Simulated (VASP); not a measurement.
An input for Quantum ESPRESSO's pw.x (written as the equivalent of a VASP run, and not itself run):

```
&CONTROL
  calculation = 'vc-relax'
  pseudo_dir = './pseudo'
  outdir = './out'
  tprnfor = .true.
  tstress = .true.
  nstep = 40
  forc_conv_thr = 0.00078
/
&SYSTEM
  ibrav = 0
  nat = 2
  ntyp = 2
  ecutwfc = 82.3
  occupations = 'smearing'
  smearing = 'gaussian'
  degauss = 0.003675
  input_dft = 'pbesol'
/
&ELECTRONS
  conv_thr = 7.3e-08
  electron_maxstep = 100
/
&IONS
/
&CELL
  press = 300
/
ATOMIC_SPECIES
  Ba 137.327 Ba.upf
  Te 127.600 Te.upf
CELL_PARAMETERS angstrom
     0.0000000    3.0518116    3.0518116
     3.0518116   -0.0000000    3.0518116
     3.0518116    3.0518116    0.0000000
ATOMIC_POSITIONS crystal
  Ba   0.0000000  1.0000000  1.0000000
  Te   0.5000000  0.5000000  0.5000000
K_POINTS automatic
  8 8 8 0 0 0
```

### Question
Translate this input to VASP (INCAR, KPOINTS, POSCAR, choice of POTCAR).

### Answer
This is not unique; one that fits is 
### INCAR
```
SYSTEM = BaTe
PREC = Accurate; ENCUT = 500; LREAL = .FALSE.
LASPH = .TRUE.
EDIFF = 1E-6; NELM = 100; ALGO = Normal
LMAXMIX = 4
ISMEAR = 0; SIGMA = 0.05
GGA = PS
IBRION = 2; NSW = 40; ISIF = 3
EDIFFG = -0.02; PSTRESS = 300
LWAVE = .FALSE.; LCHARG = .FALSE.
```

KPOINTS:
```
Regular mesh
0
G
  8 8 8
```

POSCAR:
```
BaTe
1
    0.0000000000     3.0518115679     3.0518115679
    3.0518115679    -0.0000000000     3.0518115679
    3.0518115679     3.0518115679     0.0000000000
Ba Te
1 1
Direct
  0.0000000000   1.0000000000   1.0000000000
  0.5000000000   0.5000000000   0.5000000000
```

POTCAR, in this order: Ba_sv Te (PBE.64 set). Program: vasp_std.

What does not carry over: the potentials are each code's own (VASP's PAW set, PseudoDojo norm-conserving files in pw.x), so ENCUT and ecutwfc are chosen apart and not converted; conv_thr bounds pw.x's estimated SCF error, while EDIFF bounds the energy change between steps; forc_conv_thr acts on force components and is met together with etot_conv_thr.

The compound is BaTe in the rock salt structure. This run relaxes it under an external pressure of 30 GPa. Symmetry was kept, so distortions that lower it aren't found.
